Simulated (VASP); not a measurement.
Given:

```
CELL_PARAMETERS angstrom
      2.96870     0.00000     0.00000
      0.00000     2.96870     0.00000
      0.00000     0.00000     2.96870
ATOMIC_POSITIONS crystal
  Ti 0.00000 0.00000 0.00000
  Co 0.50000 0.50000 0.50000
```

Level of theory: revTPSS meta-GGA, VASP's PBE PAW potentials (set 64) (plane waves; VASP). Run with 520 eV cut-off, 12×12×12 Γ-centred mesh, first-order Methfessel-Paxton smearing of 0.10 eV, potentials Ti_sv Co.

**Question.** Give the stress tensor in GPa (positive for a compressed cell).

**Answer.** 
```
-5.68   0.00   0.00
 0.00  -5.68   0.00
 0.00   0.00  -5.68
```
The pressure is its mean diagonal, -5.68 GPa.

The compound is TiCo in the CsCl type structure. This cell is one point of a volume scan, at 1.03 of the reference volume. The run is not spin-polarised, so no magnetic state was tried. The electron count is odd and the run is not spin-polarised, which forces a metal.
